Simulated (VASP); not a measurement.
## ZnB: single point with PBE0(alpha)

ZnB:

```
Zn B
1.0
     2.80737    0.00000    0.00000
     0.00000    2.80737    0.00000
     0.00000    0.00000    2.80737
Zn B
1 1
Direct
  0.00000 0.00000 0.00000
  0.50000 0.50000 0.50000
```

The cell was built by a generator and needn't be a form met in nature.

```json
{
 "Program": "VASP 6.6.1",
 "Task": "single point",
 "Functional": "PBE0(alpha)",
 "Potentials or basis": "VASP PAW PBE potentials, release 64 (Zn, B)",
 "Cutoff": "520 eV",
 "k mesh": "5 × 5 × 5",
 "Occupations": "fermi-dirac, width 0.05 eV",
 "Spin": "no spin polarisation"
}
```

| Quantity | Value |
| --- | --- |
| Pressure | -1.3 GPa |
| Band gap on the k mesh | none (metal or under the smearing width) |

Levels at points of the mesh, in eV from the Fermi level:
| k point | band 4 | band 5 | band 6 | band 7 | band 8 | band 9 | band 10 | band 11 |
| --- | --- | --- | --- | --- | --- | --- | --- | --- |
| (0.00, 0.00, 0.00) | -7.57 | -7.57 | -7.57 | 2.27 | 2.27 | 2.27 | 7.70 | 10.19 |

It took 120 s on 1 thread of Intel(R) Xeon(R) Platinum 8259CL CPU @ 2.50GHz (Skylake/Cascade Lake), on a shared host, peak memory 0.14 GiB.

Caveat: the k mesh is coarse (spacing up to 0.45 Å⁻¹), so the values aren't converged, least of all with exact exchange; the PAW data sets were made with another functional, which shifts forces and pressure a little.
